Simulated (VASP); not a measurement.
# Mg2CdO3 (P1) in VASP: relaxation of cell and atoms with PBE

Aim: the relaxation of cell and atoms of Mg2CdO3 with PBE.

Program: VASP 6.6.1. These are calculated values, not measurements. Logs are shortened: lines on timing, memory, paths and dates and some standing lists are left out, and cuts for length are marked.

## 1. Starting point

The typed cell holds 12 atoms: a = 6.070 Å, b = 5.957 Å, c = 5.294 Å, α = 88.75°, β = 90.70°, γ = 58.61°.

The cell was built by a generator and needn't be a form met in nature.

## 2. Relaxation of cell and atoms, PBE

INCAR reads:

```
PREC = Normal
ENCUT = 520
EDIFF = 1E-5
ISMEAR = 0
SIGMA = 0.05
LREAL = Auto
LASPH = True
NELM = 80
ALGO = Fast
ISIF = 3
LWAVE = False
LCHARG = False
GGA = PE
IBRION = 2
NSW = 110
EDIFFG = -0.03
ISYM = 0
KPAR = 2
```

KPOINTS reads:

```
regular mesh
0
Gamma
  4 4 3
```

POSCAR reads:

```
Mg2CdO3
1.0
    5.2765655000     -2.9999674000     -0.0366668000
    5.2109701900      2.8859418100      0.0651578300
    0.0148291800      0.0921279400      5.2936179600
Mg Cd O
4 2 6
Direct
    0.8488790800      0.5146039500      0.9926647300
    0.1713098300      0.4629701400      0.5445556200
    0.5389250700      0.8002818300      0.5268687100
    0.4492459900      0.1930637200      0.9918567200
    0.1950193000      0.8061223800      0.9871204300
    0.8349862600      0.1650414400      0.4672498400
    0.5479436600      0.8263018200      0.8742341500
    0.1764225700      0.4832907800      0.8771475300
    0.1901934600      0.7866170700      0.3985124000
    0.8465794000      0.5025939100      0.3868920900
    0.4805988500      0.1710316100      0.4154836100
    0.7816074200      0.1893455100      0.9382717600
```

Potentials or basis: VASP PAW PBE potentials, release 64 (Mg, Cd, O).

Launch:

```
$ cat potpaw_PBE.64/Mg/POTCAR potpaw_PBE.64/Cd/POTCAR potpaw_PBE.64/O/POTCAR > POTCAR
$ mpirun -np 2 vasp_std > vasp.out
```

OUTCAR:

```text
PREC = Normal
   ENCUT = 520
   EDIFF = 1E-5
   ISMEAR = 0
   LREAL = Auto
   LASPH = True
   NELM = 80
   ISIF = 3
   GGA = PE
   IBRION = 2
   NSW = 110
   EDIFFG = -0.03
   ISYM = 0

 ion  position               nearest neighbor table
   1  0.849  0.515  0.993-   7 1.89   8 2.00  10 2.09  12 2.20   3 2.98   2 3.01   4 3.11   6 3.26
                             5 3.35   3 3.38   5 3.40   2 3.41   4 3.46   6 3.54   5 3.61
   2  0.171  0.463  0.545-   8 1.77  11 1.92  10 2.03   9 2.12   4 2.82   1 3.01   5 3.19   3 3.28
                             6 3.36   3 3.38   4 3.39   1 3.41   6 3.49   6 3.58   5 3.60
   3  0.539  0.800  0.527-   7 1.85  10 1.96  11 2.12   9 2.26   1 2.98   5 3.22   6 3.26   2 3.28
                             4 3.28   2 3.38   1 3.38   6 3.48   4 3.48   5 3.51   6 3.65
   4  0.449  0.193  0.992-   8 1.75  12 2.03   7 2.06  11 2.24   2 2.82   1 3.11   5 3.14   3 3.28
                             6 3.36   5 3.38   2 3.39   1 3.46   3 3.48   6 3.61
   5  0.195  0.806  0.987-   8 2.08   9 2.18   7 2.29  12 2.36   4 3.14   2 3.19   3 3.22   1 3.35
                             6 3.36   4 3.38   1 3.40   6 3.41   3 3.51   2 3.60   1 3.61
   6  0.835  0.165  0.467-  10 2.08  11 2.15   9 2.20  12 2.52  12 2.81   1 3.26   3 3.26   2 3.36
                             4 3.36   5 3.36   5 3.41   3 3.48   2 3.49   1 3.54   2 3.58   4 3.61
   7  0.548  0.826  0.874-   3 1.85   1 1.89   4 2.06   5 2.29
   8  0.176  0.483  0.877-   4 1.75   2 1.77   1 2.00   5 2.08
   9  0.190  0.787  0.399-   2 2.12   5 2.18   6 2.20   3 2.26
  10  0.847  0.503  0.387-   3 1.96   2 2.03   6 2.08   1 2.09
  11  0.481  0.171  0.415-   2 1.92   3 2.12   6 2.15   4 2.24
  12  0.782  0.189  0.938-   4 2.03   1 2.20   5 2.36   6 2.52   6 2.81

IMPORTANT INFORMATION: All symmetrisations will be switched off!
NOSYMM: (Re-)initialisation of all symmetry stuff for point group C_1.

----------------------------------------------------------------------------------------

                                     Primitive cell

  volume of cell :     163.3136

  direct lattice vectors                    reciprocal lattice vectors
     5.276565500 -2.999967400 -0.036666800     0.093507631 -0.168901514  0.002677546
     5.210970190  2.885941810  0.065157830     0.097219708  0.171036954 -0.003249001
     0.014829180  0.092127940  5.293617960    -0.000548963 -0.003275165  0.188965256

  length of vectors
     6.069867571  5.957106344  5.294440345     0.193076585  0.196763481  0.188994434

  position of ions in fractional coordinates (direct lattice)
     0.848879080  0.514603950  0.992664730
     0.171309830  0.462970140  0.544555620
     0.538925070  0.800281830  0.526868710
     0.449245990  0.193063720  0.991856720
     0.195019300  0.806122380  0.987120430
     0.834986260  0.165041440  0.467249840
     0.547943660  0.826301820  0.874234150
     0.176422570  0.483290780  0.877147530
     0.190193460  0.786617070  0.398512400
     0.846579400  0.502593910  0.386892090
     0.480598850  0.171031610  0.415483610
     0.781607420  0.189345510  0.938271760

  ion indices of the primitive-cell ions
   primitive index   ion index
                 1           1
                 2           2
                 3           3
                 4           4
                 5           5
                 6           6
                 7           7
                 8           8
                 9           9
                10          10
                11          11
                12          12

----------------------------------------------------------------------------------------

 KPOINTS: regular mesh

Automatic generation of k-mesh.
 Grid dimensions read from file:
 generate k-points for:    4    4    3

 Generating k-lattice:

  Cartesian coordinates                     Fractional coordinates (reciprocal lattice)
     0.023376908 -0.042225379  0.000669387     0.250000000  0.000000000  0.000000000
     0.024304927  0.042759239 -0.000812250    -0.000000000  0.250000000  0.000000000
    -0.000182988 -0.001091722  0.062988419     0.000000000  0.000000000  0.333333333

  Length of vectors
     0.048269146  0.049190870  0.062998145

  Shift w.r.t. Gamma in fractional coordinates (k-lattice)
     0.000000000  0.000000000  0.000000000

 Subroutine IBZKPT returns following result:
 ===========================================

 Found     26 irreducible k-points:

 Following reciprocal coordinates:
            Coordinates               Weight
  0.000000  0.000000  0.000000      1.000000
  0.250000  0.000000  0.000000      2.000000
  0.500000  0.000000  0.000000      1.000000
  0.000000  0.250000 -0.000000      2.000000
  0.250000  0.250000  0.000000      2.000000
  0.500000  0.250000  0.000000      2.000000
[... 16 lines left out ...]
 -0.000000 -0.250000  0.333333      2.000000
  0.250000 -0.250000  0.333333      2.000000
 [... further k-points ...]
   k-points           NKPTS =     26   k-points in BZ     NKDIM =     26   number of bands    NBANDS=     41
   number of dos      NEDOS =    301   number of ions     NIONS =     12
   total plane-waves  NPLWV =  38880
   dimension x,y,z NGX =    36 NGY =   36 NGZ =   30
   dimension x,y,z NGXF=    72 NGYF=   72 NGZF=   60
   ions per type =               4   2   6
   NGX,Y,Z   is equivalent  to a cutoff of   9.86, 10.05,  9.42 a.u.
   NGXF,Y,Z  is equivalent  to a cutoff of  19.72, 20.09, 18.84 a.u.
 SYSTEM =  unknown system
   PREC   = normal    normal or accurate (medium, high low for compatibility)
   ISTART =      0    job   : 0-new  1-cont  2-samecut
   ICHARG =      2    charge: 1-file 2-atom 10-const
   ISPIN  =      1    spin polarized calculation?
   LNONCOLLINEAR =      F non collinear calculations
   LSORBIT =      F    spin-orbit coupling
   LASPH  =      T    aspherical Exc in radial PAW
   ENCUT  =  520.0 eV  38.22 Ry    6.18 a.u.  11.29 11.08  9.84*2*pi/ulx,y,z
   NELM   =     80;   NELMIN=  2; NELMDL= -5     # of ELM steps
   EDIFF  = 0.1E-04   stopping-criterion for ELM
   LREAL  =      T    real-space projection
   EDIFFG = -.3E-01   stopping-criterion for IOM
   NSW    =    110    number of steps for IOM
   IBRION =      2    ionic relax: 0-MD 1-quasi-New 2-CG
   NFREE  =      1    steps in history (QN), initial steepest desc. (CG)
   ISIF   =      3    stress and relaxation
   ISYM   =      0    0-nonsym 1-usesym 2-fastsym
   POTIM  = 0.5000    time-step for ionic-motion
   TEBEG  =    0.0;   TEEND  =   0.0 temperature during run
   PSTRESS=    0.0 pullay stress
   NELECT =      68.0000    total number of electrons
   NUPDOWN=      -1.0000    fix difference up-down
   EMIN   =  10.00;   EMAX   =-10.00  energy-range for DOS
   EFERMI =   0.00;   METHOD = LEGACY
   ISMEAR =     0;   SIGMA  =   0.05  broadening in eV -4-tet -1-fermi 0-gaus
   EFERMI_NEDOS =   21; number of points for ismear=-14 and -15
   IALGO  =     68    algorithm
   IMIX   =      4    mixing-type and parameters
     AMIX     =   0.40;   BMIX     =  1.00
     AMIX_MAG =   1.60;   BMIX_MAG =  1.00
  volume/ion in A,a.u.               =      13.61        91.84
  Fermi-wavevector in a.u.,A,eV,Ry     =   1.222467  2.310127 20.332880  1.494425
  Thomas-Fermi vector in A             =   2.357612
   LORBIT       =      0    0 simple, 1 ext, 2 COOP (PROOUT), +10 PAW based schemes
   GGA     = PE    functional components
   LHFCALC =     F    Hartree Fock is set to
   AEXX    =    0.0000 exact exchange contribution
   IVDW    =     0    specifies the selected vdW correction
   LEPSILON=     F    determine dielectric tensor
   LRPA    =     F    only Hartree local field effects (RPA)
 conjugate gradient relaxation of ions
 non-spin polarized calculation
 RMM-DIIS sequential band-by-band and
 Gauss-broadening in eV      SIGMA  =   0.05
  energy-cutoff  :      520.00
  volume of cell :      163.31
 maximum number of plane-waves:      4416
   NGX = 23   NGY = 23   NGZ = 19

--------------------------------------- Ionic step        1  -------------------------------------------

 number of electron      67.9999982 magnetization

 Free energy of the ion-electron system (eV)
  ---------------------------------------------------
  ext. energy  EPLUGINS =         0.00000000
  ---------------------------------------------------
  free energy    TOTEN  =       -60.33166822 eV

  energy without entropy =      -60.33166822  energy(sigma->0) =      -60.33166822

------------------------ aborting loop because EDIFF is reached ----------------------------------------

  FORCE on cell =-STRESS in cart. coord.  units (eV):
  Direction    XX          YY          ZZ          XY          YZ          ZX
  --------------------------------------------------------------------------------------
  -------------------------------------------------------------------------------------
  Total       -0.7884563      6.9617236      6.3443039      2.2793365     -2.4036451      0.3634023
  in kB       -7.7350974     68.2975195     62.2403653     22.3612769    -23.5807979      3.5651340
  external PRESSURE =      40.9342625 kB  Pullay stress =       0.0000000 kB
[... 119 lines left out ...]
  FREE ENERGIE OF THE ION-ELECTRON SYSTEM (eV)
  ---------------------------------------------------
  free  energy   TOTEN  =       -61.9264943030 eV

  energy  without entropy=      -61.9264943030  energy(sigma->0) =      -61.92649430

[... ionic steps 4 to 13 ...]

--------------------------------------- Ionic step       14  -------------------------------------------

 number of electron      68.0000010 magnetization

------------------------ aborting loop because EDIFF is reached ----------------------------------------
[... 87 lines left out ...]
--------------------------------------- Ionic step       16  -------------------------------------------

 number of electron      68.0000000 magnetization

 Free energy of the ion-electron system (eV)
  ---------------------------------------------------
  ext. energy  EPLUGINS =         0.00000000
  ---------------------------------------------------
  free energy    TOTEN  =       -62.57039450 eV

  energy without entropy =      -62.57039450  energy(sigma->0) =      -62.57039450

 E-fermi :   0.7440     XC(G=0):  -9.8518

 val. band max:        0.4562802307   @ k =   0.0000   0.5000   0.3333
 cond. band min:       2.3619942306   @ k =   0.0000   0.0000   0.0000
 fundamental gap:      1.9057139998
 Fermi energy:         0.7440476850

 k-point     1 :       0.0000    0.0000    0.0000
  band No.  band energies     occupation
      1     -15.6363      2.00000
      2     -15.1383      2.00000
      3     -15.0407      2.00000
      4     -15.0059      2.00000
      5     -15.0001      2.00000
      6     -14.9937      2.00000
[... 1045 lines left out ...]
     40       7.7588      0.00000
     41       9.4433      0.00000

 [... further k-points ...]

------------------------ aborting loop because EDIFF is reached ----------------------------------------

  FORCE on cell =-STRESS in cart. coord.  units (eV):
  Direction    XX          YY          ZZ          XY          YZ          ZX
  --------------------------------------------------------------------------------------
  -------------------------------------------------------------------------------------
  Total        0.0871390      0.0129852      0.0083120      0.0250655      0.0176314     -0.0316457
  in kB        0.8584887      0.1279295      0.0818891      0.2469439      0.1737037     -0.3117720
  external PRESSURE =       0.3561025 kB  Pullay stress =       0.0000000 kB
[... 27 lines left out ...]
  FREE ENERGIE OF THE ION-ELECTRON SYSTEM (eV)
  ---------------------------------------------------
  free  energy   TOTEN  =       -62.5703945040 eV

  energy  without entropy=      -62.5703945040  energy(sigma->0) =      -62.57039450

 reached required accuracy - stopping structural energy minimisation
```

Wall time 12 min (2 MPI ranks of AMD EPYC 7R43 (Zen 3), shared host); peak memory 0.24 GiB.

Results:

```
Free energy                            : -62.5704 eV
Relaxed volume                         : 13.55 Å³/atom
Relaxed cell                           : a = 5.924 Å, b = 5.929 Å, c = 5.355 Å, α = 89.95°, β = 89.95°, γ = 59.85°
Space group after relaxing (to 0.05 Å) : Cmc2_1 (No. 36)
Energy gained by relaxing              : 186.6 meV/atom
Ionic steps                            : 16
Pressure after relaxing                : 0.0 GPa
Largest force after relaxing           : 0.029 eV/Å
Band gap on the k mesh                 : 1.91 eV, indirect (least direct gap 1.94 eV)
```

Forces on the atoms (eV/Å):
```
Mg  -0.012 -0.010  0.004
Mg   0.005  0.007 -0.004
Mg   0.004 -0.005 -0.028
Mg   0.011  0.011  0.023
Cd   0.009 -0.018  0.003
Cd  -0.009 -0.001  0.005
O   -0.008 -0.014  0.008
O   -0.012 -0.010 -0.001
O    0.018  0.005 -0.001
O    0.001  0.017 -0.008
O    0.006  0.016  0.008
O   -0.012  0.001 -0.008
```

Step by step:
| step | energy change (eV) | largest force (eV/Å) | pressure (GPa) | volume (Å³) |
| --- | --- | --- | --- | --- |
| 1 | 0.0000 | 5.2308 | 4.09 | 163.31 |
| 2 | -1.5614 | 1.5987 | -4.31 | 171.59 |
| 3 | -1.5948 | 1.3709 | -3.73 | 170.18 |
| 4 | -2.0512 | 0.7926 | -0.51 | 163.62 |
| 5 | -2.0922 | 0.5958 | 1.02 | 161.12 |
| 6 | -2.1732 | 0.3633 | 0.10 | 162.28 |
| 7 | -2.1797 | 0.3244 | -0.21 | 162.69 |
| 8 | -2.2067 | 0.1830 | -0.06 | 162.51 |
| 9 | -2.2134 | 0.1814 | 0.07 | 162.38 |
| 10 | -2.2238 | 0.1265 | 0.02 | 162.50 |
| 11 | -2.2266 | 0.1170 | -0.02 | 162.60 |
| 12 | -2.2325 | 0.0770 | 0.01 | 162.60 |
| 13 | -2.2344 | 0.1196 | 0.03 | 162.60 |
| 14 | -2.2377 | 0.0575 | -0.03 | 162.70 |
| 15 | -2.2378 | 0.0637 | -0.03 | 162.72 |
| 16 | -2.2387 | 0.0288 | 0.04 | 162.63 |

Final structure:
```yaml
crystal:
  lattice:
    - [5.13503, -2.95416, 0.00282]
    - [5.13799, 2.95862, 0.00218]
    - [0.00263, 0.00077, 5.35463]
  atoms:
    - { symbol: Mg, position: [0.83921, 0.49956, 0.00910] }
    - { symbol: Mg, position: [0.17121, 0.48399, 0.50898] }
    - { symbol: Mg, position: [0.51182, 0.82579, 0.50939] }
    - { symbol: Mg, position: [0.49834, 0.15750, 0.00851] }
    - { symbol: Cd, position: [0.17974, 0.81684, 0.99779] }
    - { symbol: Cd, position: [0.83027, 0.16689, 0.49770] }
    - { symbol: O, position: [0.53673, 0.82615, 0.88046] }
    - { symbol: O, position: [0.17160, 0.46029, 0.88067] }
    - { symbol: O, position: [0.20224, 0.79385, 0.42339] }
    - { symbol: O, position: [0.83895, 0.52332, 0.38091] }
    - { symbol: O, position: [0.47363, 0.15724, 0.38024] }
    - { symbol: O, position: [0.80797, 0.18984, 0.92371] }
```

Levels at points of the mesh, in eV from the valence-band top:
```csv
k point,band 31,band 32,band 33,band 34,band 35,band 36,band 37,band 38
"(0.00, 0.00, 0.00)",-0.33,-0.09,-0.07,-0.03,1.91,5.57,7.85,7.95
"(0.50, 0.00, 0.00)",-0.36,-0.30,-0.30,-0.17,4.03,4.64,7.20,7.21
"(0.00, 0.50, 0.00)",-0.36,-0.31,-0.30,-0.17,4.02,4.64,7.21,7.22
"(0.50, 0.50, 0.00)",-0.31,-0.29,-0.27,-0.26,3.95,5.20,5.59,7.26
```

Caveat: an odd mesh through Γ misses points on the zone boundary, where band edges often lie.
